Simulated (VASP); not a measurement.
```yaml
crystal:
  lattice:
    - [0.00000, 3.18979, 3.18979]
    - [3.18979, 0.00000, 3.18979]
    - [3.18979, 3.18979, 0.00000]
  atoms:
    - { symbol: K, position: [0.00000, 0.00000, 0.00000] }
    - { symbol: Br, position: [0.50000, 0.50000, 0.50000] }
```

All values below come from LDA (Ceperley-Alder, Perdew-Zunger), VASP's LDA PAW potentials (set 64) (plane waves; VASP). Numerical set-up: 400 eV cut-off, 7×7×7 Γ-centred mesh, Gaussian smearing of 0.010 eV, potentials K_sv Br.

Give the electronic dielectric tensor ε∞ (DFPT, local fields included).

```
2.76  0.00  0.00
0.00  2.76  0.00
0.00  0.00  2.76
```

Give the Born effective charges.

```csv
atom,Z*xx,Z*yy,Z*zz,mean
K1,1.10,1.10,1.10,1.10
Br2,-1.10,-1.10,-1.10,-1.10
```

The compound is KBr in the rock salt structure. It was relaxed first, which changed the volume by -10 %.
